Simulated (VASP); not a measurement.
KMgF$_{3}$ (cubic perovskite): the band gap from VASP (plane waves, PAW) at several levels of theory. Gaps are without spin-orbit coupling. Each level names its cell: its own relaxed one, PBE's, or the starting one. A gap is the smallest over the k-mesh and a band path; hybrids may have named points in place of the path, and GW has the mesh alone.

| level | band gap (eV) | error against measurement (eV) |
|---|---|---|
| LDA (own cell) | 7.49 | -4.91 |
| PBEsol (own cell) | 7.13 | -5.27 |
| SCAN (own cell) | 8.34 | -4.06 |
| r2SCAN (own cell) | 8.32 | -4.08 |
| HSE06 (PBE cell) | 9.24 | -3.16 |

Measured: 12.40 eV (as given by M. Sahnoun et al., Materials Chemistry and Physics (2004), doi:10.1016/j.matchemphys.2004.11.019).

The cell of the LDA (own cell) run:

Space group Pm-3m (No. 221); a = b = c = 3.896 Å, α = β = γ = 90.00°

```json
[
 {"atom": "K", "site": "1a", "symmetry": "m-3m", "x": "0.0000", "y": "0.0000", "z": "0.0000"},
 {"atom": "Mg", "site": "1b", "symmetry": "m-3m", "x": "0.5000", "y": "0.5000", "z": "0.5000"},
 {"atom": "F", "site": "3c", "symmetry": "4/mm.m", "x": "0.0000", "y": "0.5000", "z": "0.5000"}
]
```

Only levels that ran to the end are used. Left out are those held back, those with too coarse a band path, GW runs whose mesh misses a band edge, hybrids' fits of cells that aren't cubic and levels without matching references; a question may draw on a part of the rest.

The compound is KMgF3 in the cubic perovskite structure.
